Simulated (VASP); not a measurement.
All values below come from PBEsol GGA, VASP's PBE PAW potentials (set 64) (plane waves; VASP).

VASP ran on this input.

### KPOINTS
```
Automatic mesh
0
G
4 5 1
```

### POSCAR
```
InAs(110) slab
1
    6.0919844068     0.0000000000     0.0000000000
    0.0000000000     4.3076833904     0.0000000000
   -0.0000000000    -0.0000000000    28.0022194951
In As
6 6
Direct
  0.9453294223   0.0000000000   0.6755244447
  0.5209167210   0.5000000000   0.6199415153
  0.0161334891   0.0000000000   0.5375787514
  0.5161334891   0.5000000000   0.4624212486
  0.0209167210   0.0000000000   0.3800584847
  0.4453294223   0.5000000000   0.3244755553
  0.2708436450   0.0000000000   0.6148844949
  0.7365843568   0.5000000000   0.7023073489
  0.2601923659   0.0000000000   0.4599305290
  0.7601923659   0.5000000000   0.5400694710
  0.2365843568   0.0000000000   0.2976926511
  0.7708436450   0.5000000000   0.3851155051
```

**INCAR**
```
SYSTEM = InAs(110) slab
PREC = Normal
ENCUT = 400
EDIFF = 1E-5
NELM = 100
ALGO = Normal
LREAL = .FALSE.
LASPH = .TRUE.
ISMEAR = 0
SIGMA = 0.05
GGA = PS
LMAXMIX = 4
LWAVE = .TRUE.
LCHARG = .FALSE.
NELMIN = 4
LDIPOL = .TRUE.
IDIPOL = 3
DIPOL = 0.5 0.5 0.5
IBRION = 2
ISIF = 2
NSW = 120
EDIFFG = -0.03
```

POTCAR, in this order: In_d As (PBE.64 set). Program: vasp_std.

The run wrote:

File OSZICAR:
```
       N       E                     dE             d eps       ncg     rms          rms(c)
DAV:   1     0.874162596485E+03    0.87416E+03   -0.40338E+04  1280   0.124E+03
DAV:   2     0.498439589060E+02   -0.82432E+03   -0.80905E+03  1280   0.348E+02
DAV:   3    -0.464230823208E+02   -0.96267E+02   -0.95000E+02  1376   0.162E+02
DAV:   4    -0.509667005204E+02   -0.45436E+01   -0.45301E+01  1352   0.379E+01
DAV:   5    -0.511680314549E+02   -0.20133E+00   -0.20128E+00  1560   0.690E+00    0.110E+01
DAV:   6    -0.493322239112E+02    0.18358E+01   -0.35012E+00  1528   0.163E+01    0.567E+00
DAV:   7    -0.491099665546E+02    0.22226E+00   -0.19106E+00  1672   0.742E+00    0.143E+00
DAV:   8    -0.490947858567E+02    0.15181E-01   -0.27911E-01  1536   0.450E+00    0.114E+00
DAV:   9    -0.490964612605E+02   -0.16754E-02   -0.26048E-02  1504   0.952E-01    0.805E-01
DAV:  10    -0.490967493569E+02   -0.28810E-03   -0.94282E-03  1520   0.613E-01    0.155E-01
DAV:  11    -0.490970394583E+02   -0.29010E-03   -0.21939E-03  1440   0.380E-01    0.712E-02
DAV:  12    -0.490976787410E+02   -0.63928E-03   -0.64753E-04  1568   0.119E-01    0.407E-02
DAV:  13    -0.490980354250E+02   -0.35668E-03   -0.34681E-04  1288   0.625E-02    0.233E-02
DAV:  14    -0.490981426320E+02   -0.10721E-03   -0.26783E-05  1008   0.399E-02    0.154E-02
DAV:  15    -0.490983814779E+02   -0.23885E-03   -0.45325E-05   952   0.447E-02    0.111E-02
DAV:  16    -0.490985780876E+02   -0.19661E-03   -0.23117E-05   904   0.190E-02    0.584E-03
DAV:  17    -0.490986455473E+02   -0.67460E-04   -0.64932E-06   888   0.227E-02    0.444E-03
DAV:  18    -0.490986877879E+02   -0.42241E-04   -0.39199E-06   864   0.888E-03    0.286E-03
DAV:  19    -0.490987050233E+02   -0.17235E-04   -0.31066E-06   888   0.865E-03    0.184E-03
DAV:  20    -0.490987177983E+02   -0.12775E-04   -0.56677E-07   784   0.711E-03    0.940E-04
DAV:  21    -0.490987295490E+02   -0.11751E-04   -0.64012E-07   800   0.383E-03    0.115E-03
DAV:  22    -0.490987354517E+02   -0.59027E-05   -0.16729E-07   728   0.377E-03
   1 F= -.49098735E+02 E0= -.49098735E+02  d E =-.490987E+02
       N       E                     dE             d eps       ncg     rms          rms(c)
DAV:   1    -0.491001488352E+02   -0.14193E-02   -0.39584E-01  1192   0.224E+00    0.188E-01
DAV:   2    -0.491013014135E+02   -0.11526E-02   -0.12503E-02  1616   0.608E-01    0.393E-02
DAV:   3    -0.491013245014E+02   -0.23088E-04   -0.45518E-04  1608   0.160E-01    0.410E-02
DAV:   4    -0.491013218324E+02    0.26689E-05   -0.21397E-05   880   0.527E-02
   2 F= -.49101322E+02 E0= -.49101322E+02  d E =-.258638E-02
       N       E                     dE             d eps       ncg     rms          rms(c)
DAV:   1    -0.491015010148E+02   -0.17651E-03   -0.15487E-01  1200   0.140E+00    0.113E-01
DAV:   2    -0.491019389807E+02   -0.43797E-03   -0.47533E-03  1632   0.356E-01    0.265E-02
DAV:   3    -0.491019474414E+02   -0.84606E-05   -0.15846E-04  1408   0.712E-02    0.266E-02
DAV:   4    -0.491019461676E+02    0.12738E-05   -0.41654E-06   768   0.211E-02
   3 F= -.49101946E+02 E0= -.49101946E+02  d E =-.321072E-02
       N       E                     dE             d eps       ncg     rms          rms(c)
DAV:   1    -0.491019478334E+02   -0.39201E-06   -0.13087E-02  1216   0.406E-01    0.335E-02
DAV:   2    -0.491019840449E+02   -0.36211E-04   -0.39539E-04  1640   0.104E-01    0.788E-03
DAV:   3    -0.491019846496E+02   -0.60475E-06   -0.10310E-05   736   0.261E-02    0.596E-03
DAV:   4    -0.491019848523E+02   -0.20267E-06   -0.26768E-06   720   0.187E-02
   4 F= -.49101985E+02 E0= -.49101985E+02  d E =-.324940E-02
       N       E                     dE             d eps       ncg     rms          rms(c)
DAV:   1    -0.491024617722E+02   -0.47712E-03   -0.23964E-01  1160   0.167E+00    0.122E-01
DAV:   2    -0.491030439755E+02   -0.58220E-03   -0.60652E-03  1624   0.393E-01    0.324E-02
DAV:   3    -0.491030483137E+02   -0.43382E-05   -0.11961E-04  1696   0.804E-02    0.339E-02
DAV:   4    -0.491030478548E+02    0.45889E-06   -0.12984E-05   720   0.254E-02
   5 F= -.49103048E+02 E0= -.49103048E+02  d E =-.106300E-02
       N       E                     dE             d eps       ncg     rms          rms(c)
DAV:   1    -0.490989042298E+02    0.41441E-02   -0.21513E+00  1160   0.502E+00    0.401E-01
DAV:   2    -0.491047797929E+02   -0.58756E-02   -0.62796E-02  1648   0.145E+00    0.122E-01
DAV:   3    -0.491047652962E+02    0.14497E-04   -0.14039E-03  1768   0.489E-01    0.108E-01
DAV:   4    -0.491047555614E+02    0.97347E-05   -0.21525E-04  1624   0.928E-02    0.707E-02
DAV:   5    -0.491047544494E+02    0.11121E-05   -0.15500E-05   720   0.311E-02
   6 F= -.49104754E+02 E0= -.49104754E+02  d E =-.276960E-02
       N       E                     dE             d eps       ncg     rms          rms(c)
DAV:   1    -0.491046216184E+02    0.13394E-03   -0.84606E-02  1184   0.986E-01    0.784E-02
DAV:   2    -0.491048291116E+02   -0.20749E-03   -0.21784E-03  1648   0.266E-01    0.213E-02
DAV:   3    -0.491048301629E+02   -0.10513E-05   -0.43353E-05  1168   0.646E-02    0.173E-02
DAV:   4    -0.491048300915E+02    0.71384E-07   -0.55075E-06   696   0.209E-02
   7 F= -.49104830E+02 E0= -.49104830E+02  d E =-.284524E-02
       N       E                     dE             d eps       ncg     rms          rms(c)
DAV:   1    -0.491035696227E+02    0.12605E-02   -0.10125E+00  1264   0.342E+00    0.242E-01
DAV:   2    -0.491058358172E+02   -0.22662E-02   -0.23617E-02  1712   0.871E-01    0.751E-02
DAV:   3    -0.491058456521E+02   -0.98349E-05   -0.43761E-04  1728   0.193E-01    0.714E-02
DAV:   4    -0.491058433295E+02    0.23226E-05   -0.29155E-05   912   0.450E-02
   8 F= -.49105843E+02 E0= -.49105843E+02  d E =-.101324E-02
       N       E                     dE             d eps       ncg     rms          rms(c)
DAV:   1    -0.491058178353E+02    0.27817E-04   -0.70699E-02  1296   0.903E-01    0.571E-02
DAV:   2    -0.491059662838E+02   -0.14845E-03   -0.15273E-03  1768   0.225E-01    0.214E-02
DAV:   3    -0.491059666367E+02   -0.35296E-06   -0.18163E-05   736   0.494E-02    0.166E-02
DAV:   4    -0.491059673697E+02   -0.73297E-06   -0.75206E-06   720   0.239E-02
   9 F= -.49105967E+02 E0= -.49105967E+02  d E =-.113728E-02
       N       E                     dE             d eps       ncg     rms          rms(c)
DAV:   1    -0.491058886855E+02    0.77951E-04   -0.28372E-01  1160   0.186E+00    0.135E-01
DAV:   2    -0.491066175000E+02   -0.72881E-03   -0.76935E-03  1576   0.453E-01    0.375E-02
DAV:   3    -0.491066291356E+02   -0.11636E-04   -0.21662E-04  1608   0.961E-02    0.390E-02
DAV:   4    -0.491066290352E+02    0.10047E-06   -0.79929E-06   736   0.159E-02
  10 F= -.49106629E+02 E0= -.49106629E+02  d E =-.661665E-03
```

File OUTCAR:
```
------------------------ aborting loop because EDIFF is reached ----------------------------------------
  FORCE on cell =-STRESS in cart. coord.  units (eV):
  Direction    XX          YY          ZZ          XY          YZ          ZX
  --------------------------------------------------------------------------------------
  Total       -1.4746715     -2.2030992     -0.4454364      0.0000000      0.0000000      0.0000000
  in kB       -3.2152211     -4.8034096     -0.9711835      0.0000000      0.0000000      0.0000000
  external PRESSURE =      -2.9966047 kB  Pullay stress =       0.0000000 kB
  volume of cell :      734.84
      direct lattice vectors                 reciprocal lattice vectors
     6.091984407  0.000000000  0.000000000     0.164150125  0.000000000  0.000000000
     0.000000000  4.307683390  0.000000000     0.000000000  0.232143338  0.000000000
     0.000000000  0.000000000 28.002219495     0.000000000  0.000000000  0.035711455
 POSITION                                       TOTAL-FORCE (eV/Angst)
 -----------------------------------------------------------------------------------
      5.75408      0.00000     18.89506        -0.006351      0.000000     -0.021416
      3.17229      2.15384     17.35464        -0.013527      0.000000      0.006179
      0.09716      0.00000     15.02246         0.002156      0.000000     -0.008777
      3.14315      2.15384     12.97976         0.002156      0.000000      0.008777
      0.12629      0.00000     10.64757        -0.013527      0.000000     -0.006179
      2.70809      2.15384      9.10716        -0.006351      0.000000      0.021416
      1.64160      0.00000     17.18996         0.003974      0.000000      0.001890
      4.48037      2.15384     19.66493         0.012266      0.000000     -0.018389
      1.60746      0.00000     12.86671         0.001482      0.000000     -0.005684
      4.65346      2.15384     15.13551         0.001482      0.000000      0.005684
      1.43437      0.00000      8.33729         0.012266      0.000000      0.018389
      4.68759      2.15384     10.81226         0.003974      0.000000     -0.001890
 -----------------------------------------------------------------------------------
    total drift:                                0.012248      0.000000     -0.000018
  FREE ENERGIE OF THE ION-ELECTRON SYSTEM (eV)
  ---------------------------------------------------
  free  energy   TOTEN  =       -49.1066290352 eV

  energy  without entropy=      -49.1066290352  energy(sigma->0) =      -49.10662904

 reached required accuracy - stopping structural energy minimisation
```
(Selected blocks of OUTCAR.)

### CONTCAR
```
InAs(110) slab
   1.00000000000000
     6.0919844068000000    0.0000000000000000    0.0000000000000000
     0.0000000000000000    4.3076833904000003    0.0000000000000000
     0.0000000000000000    0.0000000000000000   28.0022194951000003
  In              As
     6     6
Direct
     0.9445337413589576    0.0000000000000000    0.6747699509770551
     0.5207311030866283    0.5000000000000000    0.6197596193202038
     0.0159486674521005    0.0000000000000000    0.5364739245027369
     0.5159486674521006    0.5000000000000000    0.4635260754972632
     0.0207311030866285    0.0000000000000000    0.3802403806797964
     0.4445337413589575    0.5000000000000000    0.3252300490229450
     0.2694682950870483    0.0000000000000000    0.6138784710576984
     0.7354526871523063    0.5000000000000000    0.7022631933470721
     0.2638655059629534    0.0000000000000000    0.4594889129118260
     0.7638655059629534    0.5000000000000000    0.5405110870881739
     0.2354526871523065    0.0000000000000000    0.2977368066529281
     0.7694682950870483    0.5000000000000000    0.3861215289423017
```

File OUTCAR:
```
 val. band max:       -0.6877266056   @ k =   0.0000   0.0000   0.0000

 cond. band min:      -0.1563084921   @ k =   0.0000   0.0000   0.0000


 Fermi energy:        -0.4191443078

 k-point     1 :       0.0000    0.0000    0.0000
  band No.  band energies     occupation
      1     -15.1775      2.00000
      2     -15.1766      2.00000
      3     -15.1140      2.00000
      4     -15.0999      2.00000
      5     -15.0562      2.00000
      6     -15.0436      2.00000
      7     -15.0306      2.00000
      8     -15.0184      2.00000
      9     -15.0183      2.00000
     10     -14.9883      2.00000
     11     -14.9686      2.00000
     12     -14.9686      2.00000
     13     -14.9555      2.00000
     14     -14.9313      2.00000
     15     -14.9267      2.00000
     16     -14.9181      2.00000
     17     -14.9005      2.00000
     18     -14.8913      2.00000
     19     -14.8722      2.00000
     20     -14.8710      2.00000
     21     -14.8640      2.00000
     22     -14.8623      2.00000
     23     -14.8486      2.00000
     24     -14.8306      2.00000
     25     -14.8283      2.00000
     26     -14.8229      2.00000
     27     -14.8101      2.00000
     28     -14.8065      2.00000
     29     -14.7998      2.00000
     30     -14.7971      2.00000
     31     -12.2292      2.00000
     32     -11.8147      2.00000
     33     -11.1813      2.00000
     34     -10.7256      2.00000
     35     -10.4815      2.00000
     36     -10.4350      2.00000
     37      -6.3566      2.00000
     38      -6.0620      2.00000
     39      -5.3456      2.00000
     40      -4.8841      2.00000
     41      -4.1388      2.00000
     42      -3.5072      2.00000
     43      -3.4817      2.00000
     44      -2.9828      2.00000
     45      -2.7910      2.00000
     46      -2.5243      2.00000
     47      -2.4580      2.00000
     48      -2.0773      2.00000
     49      -1.8913      2.00000
     50      -1.3000      2.00000
     51      -1.1155      2.00000
...
```

Unless said otherwise, spin-orbit coupling is left out, though it shifts the bands of the heavy elements here.

The cell is a thin slab with vacuum, built from InAs (zinc blende): (110) face.
